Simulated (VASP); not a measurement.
The system is Al2O3.

```
Al O
1.0
     2.37700    1.37236    4.33000
    -2.37700    1.37236    4.33000
     0.00000   -2.74472    4.33000
Al O
4 6
Direct
  0.85228 0.85228 0.85228
  0.64772 0.64772 0.64772
  0.14772 0.14772 0.14772
  0.35228 0.35228 0.35228
  0.05640 0.44360 0.75000
  0.75000 0.05640 0.44360
  0.44360 0.75000 0.05640
  0.94360 0.55640 0.25000
  0.25000 0.94360 0.55640
  0.55640 0.25000 0.94360
```

Program: VASP 6.6.1. Alike in all runs: task single point; potentials or basis VASP PAW PBE potentials, release 64 (Al, O); no spin polarisation; cell as given; k mesh 4 × 4 × 4; cutoff (eV) 520; smearing fermi-dirac 0.05 eV.

Q: Order these runs on this cell by their band gap on the k mesh, lowest first.
A. level PBE
B. level TB-mBJ
C. level r2SCAN

A: A (6.26 eV), C (7.18 eV), B (7.99 eV).

A k mesh can miss the band edges.

Not every run made on this cell is shown here.
